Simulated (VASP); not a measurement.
A convergence study with VASP on PbI2 (1T layered): a few settings are varied, all else stays as given below, so the limit is that of these other settings.

```
PbI2
1.0
    2.28000    -3.94908     0.00000
    2.28000     3.94908     0.00000
    0.00000     0.00000     6.98000
Pb I
1 2
Direct
  0.00000   0.00000   0.00000
  0.33333   0.66667   0.26800
  0.66667   0.33333   0.73200
```

All values below come from PBE GGA, VASP's PBE PAW potentials (set 64) (plane waves; VASP). The last row used: 550 eV cut-off, 12×12×8 Γ-centred mesh, second-order Methfessel-Paxton smearing of 0.40 eV, potentials Pb_d I.

```json
[
 {"setting": "ISMEAR = -1, SIGMA = 0.01, 3×3×2 mesh", "E (eV/atom)": "-2.8473", "pressure (GPa)": "1.51", "irreducible k-points": "6"},
 {"setting": "ISMEAR = -1, SIGMA = 0.2, 3×3×2 mesh", "E (eV/atom)": "-2.8469", "pressure (GPa)": "1.50", "irreducible k-points": "6"},
 {"setting": "ISMEAR = 0, SIGMA = 0.01, 3×3×2 mesh", "E (eV/atom)": "-2.8473", "pressure (GPa)": "1.51", "irreducible k-points": "6"},
 {"setting": "ISMEAR = 0, SIGMA = 0.2, 3×3×2 mesh", "E (eV/atom)": "-2.8473", "pressure (GPa)": "1.51", "irreducible k-points": "6"},
 {"setting": "ISMEAR = 1, SIGMA = 0.01, 3×3×2 mesh", "E (eV/atom)": "-2.8473", "pressure (GPa)": "1.51", "irreducible k-points": "6"},
 {"setting": "ISMEAR = 1, SIGMA = 0.2, 3×3×2 mesh", "E (eV/atom)": "-2.8472", "pressure (GPa)": "1.50", "irreducible k-points": "6"},
 {"setting": "ISMEAR = 2, SIGMA = 0.01, 3×3×2 mesh", "E (eV/atom)": "-2.8473", "pressure (GPa)": "1.51", "irreducible k-points": "6"},
 {"setting": "ISMEAR = 2, SIGMA = 0.2, 3×3×2 mesh", "E (eV/atom)": "-2.8472", "pressure (GPa)": "1.51", "irreducible k-points": "6"},
 {"setting": "ISMEAR = -1, SIGMA = 0.05, 6×6×4 mesh", "E (eV/atom)": "-2.8530", "pressure (GPa)": "1.47", "irreducible k-points": "24"},
 {"setting": "ISMEAR = -1, SIGMA = 0.2, 6×6×4 mesh", "E (eV/atom)": "-2.8528", "pressure (GPa)": "1.47", "irreducible k-points": "24"},
 {"setting": "ISMEAR = 0, SIGMA = 0.05, 6×6×4 mesh", "E (eV/atom)": "-2.8530", "pressure (GPa)": "1.47", "irreducible k-points": "24"},
 {"setting": "ISMEAR = 0, SIGMA = 0.2, 6×6×4 mesh", "E (eV/atom)": "-2.8530", "pressure (GPa)": "1.47", "irreducible k-points": "24"},
 {"setting": "ISMEAR = 1, SIGMA = 0.05, 6×6×4 mesh", "E (eV/atom)": "-2.8530", "pressure (GPa)": "1.47", "irreducible k-points": "24"},
 {"setting": "ISMEAR = 1, SIGMA = 0.2, 6×6×4 mesh", "E (eV/atom)": "-2.8535", "pressure (GPa)": "1.45", "irreducible k-points": "24"},
 {"setting": "ISMEAR = 2, SIGMA = 0.05, 6×6×4 mesh", "E (eV/atom)": "-2.8530", "pressure (GPa)": "1.47", "irreducible k-points": "24"},
 {"setting": "ISMEAR = 2, SIGMA = 0.2, 6×6×4 mesh", "E (eV/atom)": "-2.8530", "pressure (GPa)": "1.47", "irreducible k-points": "24"},
 {"setting": "ISMEAR = -1, SIGMA = 0.05, 12×12×8 mesh", "E (eV/atom)": "-2.8532", "pressure (GPa)": "1.47", "irreducible k-points": "131"},
 {"setting": "ISMEAR = -1, SIGMA = 0.4, 12×12×8 mesh", "E (eV/atom)": "?", "pressure (GPa)": "?", "irreducible k-points": "131"},
 {"setting": "ISMEAR = 0, SIGMA = 0.05, 12×12×8 mesh", "E (eV/atom)": "-2.8532", "pressure (GPa)": "1.47", "irreducible k-points": "131"},
 {"setting": "ISMEAR = 0, SIGMA = 0.4, 12×12×8 mesh", "E (eV/atom)": "-2.8532", "pressure (GPa)": "1.47", "irreducible k-points": "131"},
 {"setting": "ISMEAR = 1, SIGMA = 0.05, 12×12×8 mesh", "E (eV/atom)": "-2.8532", "pressure (GPa)": "1.47", "irreducible k-points": "131"},
 {"setting": "ISMEAR = 1, SIGMA = 0.4, 12×12×8 mesh", "E (eV/atom)": "-2.8516", "pressure (GPa)": "1.41", "irreducible k-points": "131"},
 {"setting": "ISMEAR = 2, SIGMA = 0.05, 12×12×8 mesh", "E (eV/atom)": "-2.8532", "pressure (GPa)": "1.47", "irreducible k-points": "131"},
 {"setting": "ISMEAR = 2, SIGMA = 0.4, 12×12×8 mesh", "E (eV/atom)": "-2.8517", "pressure (GPa)": "1.45", "irreducible k-points": "131"}
]
```

Problem. Fill in the missing entries.

Solution. 
- ISMEAR = -1, SIGMA = 0.4, 12×12×8 mesh, E (eV/atom): -2.8344
- ISMEAR = -1, SIGMA = 0.4, 12×12×8 mesh, pressure (GPa): 1.54

Left out are rungs that failed or repeat a setting and relaxations that didn't move; long series are thinned to 24 rows.

The compound is PbI2 in the 1T layered structure. The cell was not relaxed at this level.
